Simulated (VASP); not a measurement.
These are PBE GGA, VASP's PBE PAW potentials (set 64) (plane waves; VASP) values and carry that method's errors.

Input for VASP

**KPOINTS**
```
Automatic mesh
0
Gamma
7 7 10
0 0 0
```

**INCAR**
```
ALGO = Normal
LCHARG = .FALSE.
ENCUT = 520   ! plane-wave cut-off (eV)
GGA = PE   ! PBE
SYSTEM = CrO2
IBRION = 2   ! conjugate gradients
MAGMOM = 2*2.1 4*-0.1
LREAL = .FALSE.   ! projection in real space or not
LASPH = .TRUE.   ! aspherical one-centre terms
NELM = 100   ! most electronic steps
ISIF = 4
EDIFFG = -0.01
PREC = Accurate
EDIFF = 1E-7   ! SCF stop (eV)
ISPIN = 2   ! spin-polarised
ISMEAR = 1   ! Methfessel-Paxton
LWAVE = .FALSE.
LMAXMIX = 4   ! l cut-off of mixed one-centre charges
NSW = 30   ! most ionic steps
SIGMA = 0.1   ! width (eV)
LORBIT = 10
```

**POSCAR**
```
CrO2
1
    4.3559844162     0.0000000000     0.0000000000
    0.0000000000     4.3559844162     0.0000000000
    0.0000000000     0.0000000000     2.8658160455
Cr O
2 4
Direct
  0.0000000000   0.0000000000   0.0000000000
  0.5000000000   0.5000000000   0.5000000000
  0.3036522825   0.3036522825   0.0000000000
  0.8036522825   0.1963477175   0.5000000000
  0.1963477175   0.8036522825   0.5000000000
  0.6963477175   0.6963477175   0.0000000000
```

POTCAR, in this order: Cr_pv O (PBE.64 set). Program: vasp_std.

Output of the run:

File OSZICAR:
```
       N       E                     dE             d eps       ncg     rms          rms(c)
DAV:   1     0.620274175604E+03    0.62027E+03   -0.26777E+04  7200   0.180E+03
DAV:   2     0.852082578259E+01   -0.61175E+03   -0.57429E+03  7808   0.533E+02
DAV:   3    -0.637232491218E+02   -0.72244E+02   -0.70795E+02  8650   0.176E+02
DAV:   4    -0.656776424779E+02   -0.19544E+01   -0.18897E+01  8452   0.287E+01
DAV:   5    -0.657228118990E+02   -0.45169E-01   -0.45123E-01  9050   0.440E+00    0.448E+01
DAV:   6    -0.566246371758E+02    0.90982E+01   -0.14757E+02  8282   0.103E+02    0.340E+01
DAV:   7    -0.523278986238E+02    0.42967E+01   -0.91335E+01  8652   0.965E+01    0.198E+01
DAV:   8    -0.504130969718E+02    0.19148E+01   -0.62499E+00  8064   0.235E+01    0.693E+00
DAV:   9    -0.501697336618E+02    0.24336E+00   -0.17873E+00  9456   0.120E+01    0.227E+00
DAV:  10    -0.501707782152E+02   -0.10446E-02   -0.18990E-01  8124   0.417E+00    0.122E+00
DAV:  11    -0.501724632236E+02   -0.16850E-02   -0.16274E-02  9614   0.105E+00    0.538E-01
DAV:  12    -0.501721040573E+02    0.35917E-03   -0.26807E-03  9584   0.516E-01    0.254E-01
DAV:  13    -0.501720376001E+02    0.66457E-04   -0.71216E-04  9000   0.276E-01    0.852E-02
DAV:  14    -0.501720201644E+02    0.17436E-04   -0.89787E-05  8744   0.701E-02    0.413E-02
DAV:  15    -0.501720195041E+02    0.66026E-06   -0.23759E-05  9132   0.412E-02    0.145E-02
DAV:  16    -0.501720195789E+02   -0.74750E-07   -0.26118E-06  8176   0.115E-02    0.537E-03
DAV:  17    -0.501720195583E+02    0.20575E-07   -0.51563E-07  7602   0.692E-03
   1 F= -.50172020E+02 E0= -.50171684E+02  d E =-.501720E+02  mag=     4.0000
       N       E                     dE             d eps       ncg     rms          rms(c)
DAV:   1    -0.501882004167E+02   -0.16181E-01   -0.41974E+00  7200   0.142E+01    0.125E+00
DAV:   2    -0.501842287097E+02    0.39717E-02   -0.12635E-01  8678   0.283E+00    0.902E-01
DAV:   3    -0.501798885321E+02    0.43402E-02   -0.13700E-02  9346   0.116E+00    0.547E-01
DAV:   4    -0.501784252670E+02    0.14633E-02   -0.77854E-03  9718   0.793E-01    0.364E-01
DAV:   5    -0.501783409356E+02    0.84331E-04   -0.11471E-03  8924   0.334E-01    0.204E-01
DAV:   6    -0.501782953088E+02    0.45627E-04   -0.14948E-04  9928   0.111E-01    0.143E-01
DAV:   7    -0.501782900264E+02    0.52825E-05   -0.57951E-05 10364   0.610E-02    0.369E-02
DAV:   8    -0.501782899692E+02    0.57175E-07   -0.32310E-06  9098   0.144E-02    0.187E-02
DAV:   9    -0.501782899360E+02    0.33206E-07   -0.15748E-06  9016   0.944E-03    0.631E-03
DAV:  10    -0.501782899336E+02    0.23310E-08   -0.26552E-07  6794   0.392E-03
   2 F= -.50178290E+02 E0= -.50178090E+02  d E =-.627038E-02  mag=     4.0000
       N       E                     dE             d eps       ncg     rms          rms(c)
DAV:   1    -0.501791310317E+02   -0.84110E-03   -0.17800E-01  7200   0.292E+00    0.254E-01
DAV:   2    -0.501789865486E+02    0.14448E-03   -0.53517E-03  8664   0.588E-01    0.183E-01
DAV:   3    -0.501788039753E+02    0.18257E-03   -0.58811E-04  9342   0.244E-01    0.112E-01
DAV:   4    -0.501787369611E+02    0.67014E-04   -0.34552E-04  9638   0.169E-01    0.741E-02
DAV:   5    -0.501787337208E+02    0.32404E-05   -0.47206E-05  9002   0.668E-02    0.414E-02
DAV:   6    -0.501787320568E+02    0.16639E-05   -0.53155E-06  9920   0.198E-02    0.283E-02
DAV:   7    -0.501787319806E+02    0.76256E-07   -0.20435E-06 10298   0.112E-02    0.734E-03
DAV:   8    -0.501787319973E+02   -0.16737E-07   -0.11487E-07  4906   0.290E-03
   3 F= -.50178732E+02 E0= -.50178481E+02  d E =-.671244E-02  mag=     4.0000
       N       E                     dE             d eps       ncg     rms          rms(c)
DAV:   1    -0.501787322872E+02   -0.30658E-06   -0.10524E-03  7200   0.224E-01    0.197E-02
DAV:   2    -0.501787312623E+02    0.10249E-05   -0.31392E-05  8678   0.455E-02    0.145E-02
DAV:   3    -0.501787301563E+02    0.11059E-05   -0.36023E-06  9402   0.192E-02    0.878E-03
DAV:   4    -0.501787297186E+02    0.43776E-06   -0.21234E-06  9602   0.131E-02    0.584E-03
DAV:   5    -0.501787296935E+02    0.25120E-07   -0.27272E-07  6270   0.516E-03
   4 F= -.50178730E+02 E0= -.50178483E+02  d E =-.671014E-02  mag=     4.0000
       N       E                     dE             d eps       ncg     rms          rms(c)
DAV:   1    -0.501789341890E+02   -0.20447E-03   -0.15940E-02  7200   0.958E-01    0.110E-01
DAV:   2    -0.501788299114E+02    0.10428E-03   -0.33578E-04  8676   0.165E-01    0.833E-02
DAV:   3    -0.501788070805E+02    0.22831E-04   -0.11650E-04 10518   0.987E-02    0.608E-02
DAV:   4    -0.501787991386E+02    0.79418E-05   -0.47825E-05 10288   0.583E-02    0.447E-02
DAV:   5    -0.501787986739E+02    0.46472E-06   -0.58208E-06  9648   0.250E-02    0.287E-02
DAV:   6    -0.501787977682E+02    0.90576E-06   -0.26880E-06  9380   0.166E-02    0.248E-02
DAV:   7    -0.501787974636E+02    0.30460E-06   -0.12731E-06  9992   0.942E-03    0.353E-03
DAV:   8    -0.501787974653E+02   -0.17535E-08   -0.63212E-08  4026   0.204E-03
   5 F= -.50178797E+02 E0= -.50178557E+02  d E =-.677719E-04  mag=     4.0000
```

### OUTCAR
```
------------------------ aborting loop because EDIFF is reached ----------------------------------------
  FORCE on cell =-STRESS in cart. coord.  units (eV):
  Direction    XX          YY          ZZ          XY          YZ          ZX
  --------------------------------------------------------------------------------------
  Total        5.6146347      5.6146347      5.6275282      0.0000000      0.0000000      0.0000000
  in kB      165.4288084    165.4288084    165.8087018      0.0000000      0.0000000      0.0000000
  external PRESSURE =     165.5554396 kB  Pullay stress =       0.0000000 kB
  volume of cell :       54.38
      direct lattice vectors                 reciprocal lattice vectors
     4.344190318 -0.000000000  0.000000000     0.230192493  0.000000000  0.000000000
    -0.000000000  4.344190318  0.000000000     0.000000000  0.230192493  0.000000000
     0.000000000  0.000000000  2.881398050     0.000000000  0.000000000  0.347053750
 POSITION                                       TOTAL-FORCE (eV/Angst)
 -----------------------------------------------------------------------------------
      0.00000      0.00000      0.00000        -0.000000      0.000000      0.000000
      2.17210      2.17210      1.44070        -0.000000      0.000000      0.000000
      1.31315      1.31315      0.00000         0.006260      0.006260      0.000000
      3.48524      0.85895      1.44070         0.006260     -0.006260      0.000000
      0.85895      3.48524      1.44070        -0.006260      0.006260      0.000000
      3.03104      3.03104      2.88140        -0.006260     -0.006260      0.000000
 -----------------------------------------------------------------------------------
    total drift:                                0.000000      0.000000     -0.000000
  FREE ENERGIE OF THE ION-ELECTRON SYSTEM (eV)
  ---------------------------------------------------
  free  energy   TOTEN  =       -50.1787974653 eV

  energy  without entropy=      -50.1780764068  energy(sigma->0) =      -50.17855711

 total charge

# of ion       s       p       d       tot
------------------------------------------
    1        0.387   6.512   4.097  10.996
    2        0.387   6.512   4.097  10.996
    3        1.574   3.493   0.000   5.067
    4        1.574   3.493   0.000   5.067
    5        1.574   3.493   0.000   5.067
    6        1.574   3.493   0.000   5.067
--------------------------------------------------
tot          7.072  26.994   8.194  42.261

 magnetization (x)

# of ion       s       p       d       tot
------------------------------------------
    1        0.024   0.034   2.003   2.061
    2        0.024   0.034   2.003   2.061
    3       -0.003  -0.054   0.000  -0.057
    4       -0.003  -0.054   0.000  -0.057
    5       -0.003  -0.054   0.000  -0.057
    6       -0.003  -0.054   0.000  -0.057
--------------------------------------------------
tot          0.038  -0.148   4.007   3.896

 reached required accuracy - stopping structural energy minimisation
```
(Selected blocks of OUTCAR.)

**CONTCAR**
```
CrO2
   1.00000000000000
     4.3441903181667829   -0.0000000000000000    0.0000000000000000
    -0.0000000000000000    4.3441903181667829    0.0000000000000000
     0.0000000000000000    0.0000000000000000    2.8813980502223715
  Cr              O
     2     4
Direct
     0.0000000000000000    0.0000000000000000    0.0000000000000000
     0.5000000000000000    0.5000000000000000    0.5000000000000000
     0.3022772195478370    0.3022772195478370    0.0000000000000000
     0.8022772195478370    0.1977227804521630    0.5000000000000000
     0.1977227804521630    0.8022772195478370    0.5000000000000000
     0.6977227804521630    0.6977227804521630    1.0000000000000000
```

### OUTCAR
```
 val. band max:        6.3139293599   @ k =   0.1429   0.1429   0.5000

 cond. band min:       6.3392311266   @ k =   0.0000   0.0000   0.2000


 Fermi energy:         6.3272038820

 spin component 1

 k-point     1 :       0.0000    0.0000    0.0000
  band No.  band energies     occupation
      1     -38.6412      1.00000
      2     -38.6412      1.00000
      3     -38.5020      1.00000
      4     -38.5020      1.00000
      5     -38.4239      1.00000
      6     -38.4060      1.00000
      7     -13.8752      1.00000
      8     -12.0421      1.00000
      9     -11.5050      1.00000
     10     -11.5050      1.00000
     11      -1.6801      1.00000
     12      -1.0399      1.00000
     13      -0.5964      1.00000
     14       0.6754      1.00000
     15       0.6754      1.00000
     16       2.2486      1.00000
     17       2.2486      1.00000
     18       2.6376      1.00000
     19       4.5271      1.00000
     20       4.6595      1.00000
     21       4.9918      1.00000
     22       4.9918      1.00000
     23       5.0143      1.00000
     24       5.1485      1.00000
     25       5.1485      1.00000
     26       5.1710      1.00000
     27       5.5988      1.00000
     28       7.6438     -0.00000
     29       7.6666     -0.00000
     30      10.3213      0.00000

 k-point     2 :       0.1429    0.0000    0.0000
  band No.  band energies     occupation
      1     -38.6401      1.00000
      2     -38.6400      1.00000
      3     -38.5035      1.00000
      4     -38.5034      1.00000
      5     -38.4231      1.00000
      6     -38.4069      1.00000
      7     -13.7883      1.00000
      8     -12.0858      1.00000
      9     -11.5835      1.00000
     10     -11.5232      1.00000
     11      -1.5126      1.00000
     12      -0.9527      1.00000
     13      -0.4404      1.00000
     14       0.6882      1.00000
     15       0.7008      1.00000
     16       2.0309      1.00000
...
```

The compound is CrO2 in the rutile structure. This cell is one point of a volume scan, at 0.94 of the reference volume. Symmetry was kept, so distortions that lower it aren't found.
